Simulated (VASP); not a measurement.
# TeP (Pmmn) in VASP: elastic constants with PBEsol+D4

Aim: the elastic constants of TeP with PBEsol+D4.

Program: VASP 6.6.1. These are calculated values, not measurements. Logs are shortened: lines on timing, memory, paths and dates and some standing lists are left out, and cuts for length are marked.

## 1. The structure

Symmetry: Pmmn, No. 59, orthorhombic system. Conventional cell: a = 3.309 Å, b = 4.291 Å, c = 7.295 Å, α = 90.00°, β = 90.00°, γ = 90.00°. Te (site symmetry mm2) has 4 P at 2.73 to 2.90 Å as nearest neighbours. P (site symmetry mm2) is surrounded by 4 Te at 2.73 to 2.90 Å and 4 P at 2.80 Å.

The cell was built by a generator and needn't be a form met in nature.

## 2. Elastic constants, PBEsol+D4

Contents of POSCAR:

```
TeP
1.0
    3.3085989700      0.0000000000      0.0000000000
    0.0000000000      4.2912162100      0.0000000000
    0.0000000000      0.0000000000      7.2946479100
Te P
2 2
Direct
    0.0000000000      0.0000000000      0.7213000200
    0.5000000000      0.5000000000      0.2786999800
    0.0000000000      0.5000000000      0.9527000000
    0.5000000000      0.0000000000      0.0473000000
```

Contents of INCAR.step1:

```
SYSTEM = TeP
PREC     = Accurate       ! precision mode
ENCUT    = 600            ! plane-wave cutoff, eV
EDIFF    = 1E-8           ! SCF threshold, eV
ISMEAR   = 0              ! smearing method
SIGMA    = 0.05           ! smearing width, eV
LREAL    = .False.        ! projectors in reciprocal space
LASPH    = .True.         ! aspherical terms in the spheres
NELM     = 80             ! most SCF steps
ALGO     = Normal         ! electronic algorithm
ISIF     = 3              ! what is computed and relaxed
LWAVE    = .False.        ! write WAVECAR
LCHARG   = .False.        ! write CHGCAR
GGA      = PS             ! functional
IVDW     = 13             ! dispersion correction
IBRION   = 2              ! ionic algorithm
NSW      = 40             ! ionic steps
EDIFFG   = -0.002         ! ionic threshold
```

Contents of INCAR.step2:

```
SYSTEM = TeP
PREC     = Accurate       ! precision mode
ENCUT    = 600            ! plane-wave cutoff, eV
EDIFF    = 1E-8           ! SCF threshold, eV
ISMEAR   = 0              ! smearing method
SIGMA    = 0.05           ! smearing width, eV
LREAL    = .False.        ! projectors in reciprocal space
LASPH    = .True.         ! aspherical terms in the spheres
NELM     = 80             ! most SCF steps
ALGO     = Normal         ! electronic algorithm
ISIF     = 3              ! what is computed and relaxed
LWAVE    = .False.        ! write WAVECAR
LCHARG   = .False.        ! write CHGCAR
GGA      = PS             ! functional
IVDW     = 13             ! dispersion correction
IBRION   = 6              ! ionic algorithm
NFREE    = 2            
POTIM    = 0.015          ! step
NSW      = 1              ! ionic steps
```

Contents of KPOINTS:

```
Automatic mesh
0
Gamma
  6 5 3
  0 0 0
```

Potentials or basis: VASP PAW PBE potentials, release 64 (Te, P).

On the command line:

```sh
> cat potpaw_PBE.64/Te/POTCAR potpaw_PBE.64/P/POTCAR > POTCAR
> cp INCAR.step1 INCAR
> mpirun -np 1 vasp_std > vasp.out
> cp CONTCAR POSCAR
> cp INCAR.step2 INCAR
> mpirun -np 1 vasp_std > vasp.out
```

OUTCAR:

```text
SYSTEM = TeP
   PREC = Accurate
   ENCUT = 600
   EDIFF = 1E-8
   ISMEAR = 0
   LREAL = .False.
   LASPH = .True.
   NELM = 80
   ISIF = 3
   GGA = PS
   IVDW = 13
   IBRION = 6
   NFREE = 2
   POTIM = 0.015
   NSW = 1

 ion  position               nearest neighbor table
   1  0.000  0.000  0.680-   3 2.61   3 2.61   2 3.64   2 3.64   2 3.64   2 3.64
   2  0.500  0.500  0.320-   4 2.61   4 2.61   1 3.64   1 3.64   1 3.64   1 3.64
   3  0.000  0.500  0.934-   4 2.59   4 2.59   4 2.59   4 2.59   1 2.61   1 2.61
   4  0.500  0.000  0.066-   3 2.59   3 2.59   3 2.59   3 2.59   2 2.61   2 2.61

  LATTYP: Found a simple orthorhombic cell.
 ALAT       =     3.2559215704
 B/A-ratio  =     1.0695246741
 C/A-ratio  =     2.3490532666

  Lattice vectors:

 A1 = (   3.2559215704,   0.0000000000,   0.0000000000)
 A2 = (   0.0000000000,   3.4822884565,   0.0000000000)
 A3 = (   0.0000000000,   0.0000000000,   7.6483332009)

Analysis of symmetry for initial positions (statically):
=====================================================================
 Subroutine PRICEL returns:
 Original cell was already a primitive cell.

 Routine SETGRP: Setting up the symmetry group for a
 simple orthorhombic supercell.

 Subroutine GETGRP returns: Found  8 space group operations
 (whereof  4 operations were pure point group operations)
 out of a pool of  8 trial point group operations.

The static configuration has the point symmetry C_2v.
 The point group associated with its full space group is D_2h.

Analysis of symmetry for dynamics (positions and initial velocities):
=====================================================================
 Subroutine PRICEL returns:
 Original cell was already a primitive cell.

 Routine SETGRP: Setting up the symmetry group for a
 simple orthorhombic supercell.

 Subroutine GETGRP returns: Found  8 space group operations
 (whereof  4 operations were pure point group operations)
 out of a pool of  8 trial point group operations.

The dynamic configuration has the point symmetry C_2v.
 The point group associated with its full space group is D_2h.

 Subroutine INISYM returns: Found  8 space group operations
 (whereof  4 operations are pure point group operations),
 and found     1 'primitive' translations

----------------------------------------------------------------------------------------

                                     Primitive cell

  volume of cell :      86.7172

  direct lattice vectors                    reciprocal lattice vectors
     3.255921570  0.000000000  0.000000000     0.307132705  0.000000000  0.000000000
     0.000000000  3.482288457  0.000000000     0.000000000  0.287167480  0.000000000
     0.000000000  0.000000000  7.648333201     0.000000000  0.000000000  0.130747442

  length of vectors
     3.255921570  3.482288457  7.648333201     0.307132705  0.287167480  0.130747442

  position of ions in fractional coordinates (direct lattice)
     0.000000000  0.000000000  0.680075654
     0.500000000  0.500000000  0.319924346
     0.000000000  0.500000000  0.933680761
     0.500000000  0.000000000  0.066319239

  ion indices of the primitive-cell ions
   primitive index   ion index
                 1           1
                 2           2
                 3           3
                 4           4

----------------------------------------------------------------------------------------

 KPOINTS: Automatic mesh

Automatic generation of k-mesh.
 Grid dimensions read from file:
 generate k-points for:    6    5    3

 Generating k-lattice:

  Cartesian coordinates                     Fractional coordinates (reciprocal lattice)
[... 86 lines left out ...]
   AEXX    =    0.0000 exact exchange contribution
   IVDW    =    13    specifies the selected vdW correction
   LEPSILON=     F    determine dielectric tensor
   LRPA    =     F    only Hartree local field effects (RPA)
 finite differences with symmetry
 non-spin polarized calculation
 Gauss-broadening in eV      SIGMA  =   0.05
  energy-cutoff  :      600.00
  volume of cell :       86.72
 maximum number of plane-waves:      2920
 NGX is ok and might be reduce to    28
   NGX = 13   NGY = 13   NGZ = 31

--------------------------------------- Ionic step        1  -------------------------------------------

 number of electron      21.9999999 magnetization

 Free energy of the ion-electron system (eV)
  ---------------------------------------------------
  ext. energy  EPLUGINS =         0.00000000
  ---------------------------------------------------
  free energy    TOTEN  =       -17.49229895 eV

  energy without entropy =      -17.49129329  energy(sigma->0) =      -17.49179612

------------------------ aborting loop because EDIFF is reached ----------------------------------------

  DFT-D4 for vdW energy calculation

  Edisp (eV):   -1.19280
[... 111 lines left out ...]
  FREE ENERGIE OF THE ION-ELECTRON SYSTEM (eV)
  ---------------------------------------------------
  free  energy   TOTEN  =       -18.6763517660 eV

  energy  without entropy=      -18.6747494529  energy(sigma->0) =      -18.67555061

[... ionic steps 4 to 22 ...]

--------------------------------------- Ionic step       23  -------------------------------------------

 number of electron      21.9999999 magnetization

------------------------ aborting loop because EDIFF is reached ----------------------------------------
[... 79 lines left out ...]
--------------------------------------- Ionic step       25  -------------------------------------------

 number of electron      21.9999999 magnetization

 Free energy of the ion-electron system (eV)
  ---------------------------------------------------
  ext. energy  EPLUGINS =         0.00000000
  ---------------------------------------------------
  free energy    TOTEN  =       -17.49163180 eV

  energy without entropy =      -17.49059777  energy(sigma->0) =      -17.49111478

 E-fermi :   8.6106     XC(G=0): -10.5168

 val. band max:        8.5974934673   @ k =   0.0000   0.0000   0.0000
 cond. band min:       8.6705711498   @ k =   0.0000   0.4000   0.0000
 fundamental gap:      0.0730776825
 Fermi energy:         8.6106158801

 k-point     1 :       0.0000    0.0000    0.0000
  band No.  band energies     occupation
      1      -7.0069      2.00000
      2      -4.8918      2.00000
      3      -3.5603      2.00000
      4       1.8491      2.00000
      5       4.2219      2.00000
      6       4.3291      2.00000
      7       6.0511      2.00000
      8       6.2461      2.00000
      9       7.2647      2.00000
     10       8.5975      1.28948
     11       9.0301      0.00000
     12       9.4488      0.00000
     13       9.9300      0.00000
     14      10.4071      0.00000
[... 448 lines left out ...]
  FREE ENERGIE OF THE ION-ELECTRON SYSTEM (eV)
  ---------------------------------------------------
  free  energy   TOTEN  =       -18.6844069941 eV

  energy  without entropy=      -18.6833729639  energy(sigma->0) =      -18.68388998

 INTERNAL STRAIN TENSORS FROM STRAINED CELLS
 ============================================

 INTERNAL STRAIN TENSOR FOR ION    1 for displacements in x,y,z  (eV/Angst):
          X           Y           Z          XY          YZ          ZX
  --------------------------------------------------------------------------------
  x     0.00000     0.00000     0.00000     0.00000     0.00000     1.90844
  y     0.00000     0.00000     0.00000     0.00000     4.95710     0.00000
  z     2.62355     3.71711    14.93634     0.00040    -0.00005    -0.00014

 INTERNAL STRAIN TENSORS FROM DISPLACED ATOMS
 ============================================

 INTERNAL STRAIN TENSOR FOR ION    1 for displacements in x,y,z  (eV/Angst):
          X           Y           Z          XY          YZ          ZX
  --------------------------------------------------------------------------------
  x     0.00000     0.00000     0.00000     0.00000     0.00000     1.93514
  y     0.00000     0.00000     0.00000     0.00000     4.17065     0.00000
  z     3.10680     2.52963    15.60535     0.00000     0.00000     0.00000

 INTERNAL STRAIN TENSOR FOR ION    4 for displacements in x,y,z  (eV/Angst):
          X           Y           Z          XY          YZ          ZX
  --------------------------------------------------------------------------------
  x     0.00000     0.00000     0.00000     0.00000     0.00000    -0.49810
  y     0.00000     0.00000     0.00000     0.00000     0.14457     0.00000
  z     3.57359     6.29518     1.32243     0.00000     0.00000     0.00000

 Eigenvectors and eigenvalues of the dynamical matrix
 ----------------------------------------------------

   1 f  =    8.200893 THz    51.527732 2PiTHz  273.552355 cm-1    33.916154 meV
             X         Y         Z           dx          dy          dz
      0.000000  0.000000  5.201445    -0.000000   -0.000000   -0.312560
      1.627961  1.741144  2.446888     0.000000    0.000000   -0.312560
      0.000000  1.741144  7.141102     0.000000    0.000000    0.634276
      1.627961  0.000000  0.507232    -0.000000    0.000000    0.634276
[... 71 lines left out ...]
  12 f/i=    4.416166 THz    27.747587 2PiTHz  147.307429 cm-1    18.263785 meV
             X         Y         Z           dx          dy          dz
      0.000000  0.000000  5.201445     0.000000    0.066057   -0.000000
      1.627961  1.741144  2.446888     0.000000   -0.066057   -0.000000
      0.000000  1.741144  7.141102     0.000000    0.704015   -0.000000
      1.627961  0.000000  0.507232    -0.000000   -0.704015   -0.000000

--------------------------------------------------------------------------------------------------------

 ELASTIC MODULI CONTR FROM IONIC RELAXATION (kBar)
 Direction    XX          YY          ZZ          XY          YZ          ZX
 --------------------------------------------------------------------------------
 XX        -111.9016   -163.2968   -207.5498      0.0000     -0.0000      0.0000
 YY        -163.2968   -267.8446   -157.7560      0.0000     -0.0000      0.0000
 ZZ        -207.5498   -157.7560  -1097.6993      0.0000      0.0000      0.0000
 XY           0.0000      0.0000      0.0000      0.0000      0.0000      0.0000
 YZ          -0.0000     -0.0000      0.0000      0.0000   -163.2601     -0.0000
 ZX           0.0000      0.0000      0.0000      0.0000     -0.0000    -91.7119
 --------------------------------------------------------------------------------

 TOTAL ELASTIC MODULI (kBar)
 Direction    XX          YY          ZZ          XY          YZ          ZX
 --------------------------------------------------------------------------------
 XX        1205.8699   -196.1959     35.6115      0.0000     -0.0000      0.0000
 YY        -196.1959   1981.1862    510.6204      0.0000     -0.0000      0.0000
 ZZ          35.6115    510.6204    637.1301      0.0000      0.0000      0.0000
 XY           0.0000      0.0000      0.0000    328.2421      0.0000      0.0000
 YZ          -0.0000     -0.0000      0.0000      0.0000    175.5569     -0.0000
 ZX           0.0000      0.0000      0.0000      0.0000     -0.0000    382.4244
 --------------------------------------------------------------------------------
```

Wall time 17 min (1 thread of Intel Xeon 6975P-C (Granite Rapids), shared host); peak memory 0.3 GiB.

What came out:

```
Relaxed volume                                          : 21.68 Å³/atom
Relaxed cell                                            : a = 3.256 Å, b = 3.482 Å, c = 7.648 Å, α = 90.00°, β = 90.00°, γ = 90.00°
Space group after relaxing (to 0.05 Å)                  : Pmmn (No. 59)
Voigt bulk modulus                                      : 50 GPa
Highest phonon frequency at Γ, LO-TO splitting left out : 274 cm⁻¹
Most unstable mode                                      : 147i cm⁻¹
Dispersion energy per atom                              : -0.298 eV
```

Step by step:
```
step  energy change (eV)  largest force (eV/Å)  pressure (GPa)  volume (Å³)
   1              0.0000                1.5925           -2.78       103.57
   2             -0.8847                1.1508           -2.81        96.69
   3             -0.4748                0.6638           19.49        74.86
   4             -1.3516                0.3398            2.43        85.93
   5             -1.3979                0.3589            0.91        87.79
   6             -1.4030                0.3412           -0.33        89.37
   7             -1.4040                0.3317            0.13        88.78
   8             -1.4784                0.2048            0.24        88.37
   9             -1.7094                0.2037            1.29        86.68
  10             -0.0332                2.9652           18.30        81.39
  11             -1.7199                0.2166            1.70        86.39
  12             -1.7196                0.0818           -1.18        90.25
  13             -1.7429                0.1269            0.16        88.29
  14             -1.7495                0.0928           -0.79        88.98
  15             -1.7506                0.0847           -0.54        88.78
  16             -1.7533                0.1766            0.18        87.77
  17             -1.7533                0.1806            0.21        87.73
  18             -1.7557                0.1354            0.20        87.41
  19             -1.7584                0.0399            0.20        86.47
  20             -1.7584                0.0355            0.20        86.54
  21             -1.7589                0.0477           -0.09        86.85
  22             -1.7589                0.0501           -0.14        86.91
  23             -1.7593                0.0392           -0.02        86.86
  24             -1.7593                0.0363            0.01        86.84
  25             -1.7596                0.0189            0.01        86.83
  26             -1.7598                0.0085            0.02        86.82
  27             -1.7598                0.0080            0.02        86.82
  28             -1.7598                0.0044           -0.06        86.86
  29             -1.7598                0.0051           -0.05        86.85
  30             -1.7598                0.0097           -0.02        86.79
  31             -1.7599                0.0105           -0.01        86.77
  32             -1.7599                0.0066            0.02        86.72
  33             -1.7599                0.0055            0.02        86.71
  34             -1.7599                0.0025           -0.02        86.73
  35             -1.7599                0.0004           -0.01        86.72
  36             -1.7599                0.0015           -0.01        86.72
```

Final structure:
```yaml
crystal:
  lattice:
    - [3.25592, 0.00000, 0.00000]
    - [0.00000, 3.48229, 0.00000]
    - [0.00000, 0.00000, 7.64833]
  atoms:
    - { symbol: Te, position: [0.00000, 0.00000, 0.68008] }
    - { symbol: Te, position: [0.50000, 0.50000, 0.31992] }
    - { symbol: P, position: [0.00000, 0.50000, 0.93368] }
    - { symbol: P, position: [0.50000, 0.00000, 0.06632] }
```

Phonon frequencies in cm⁻¹ (negative: imaginary):
| q point | frequencies |
| --- | --- |
| (0.000, 0.000, 0.000) | -147 0 0 0 60 61 92 130 168 224 238 274 |

Elastic tensor in Voigt notation (GPa, in the Cartesian axes of the cell as first typed):
```
121 -20   4   0   0   0
-20 198  51   0   0   0
  4  51  64   0   0   0
  0   0   0  18   0   0
  0   0   0   0  38   0
  0   0   0   0   0  33
```

Clamped-ion elastic tensor (GPa):
```
132  -3  24   0   0   0
 -3 225  67   0   0   0
 24  67 173   0   0   0
  0   0   0  34   0   0
  0   0   0   0  47   0
  0   0   0   0   0  33
```

Caveat: some modes are imaginary; the volume moved by over 15 % at a fixed basis, so the end points are rough; the PAW data sets were made with another functional, which shifts forces and pressure a little. The run has no spin-orbit coupling, so splittings on Te are missing.

## 3. The reference run

An earlier run on the cell as given: functional PBE; potentials or basis VASP PAW PBE potentials, release 64 (Te, P); cutoff 520 eV; k mesh 8 × 6 × 4; occupations fermi-dirac, width 0.05 eV; no spin polarisation.

- Pressure: 1.6 GPa
- Largest force: 1.519 eV/Å
- Band gap on the k mesh: none (metal or under the smearing width)
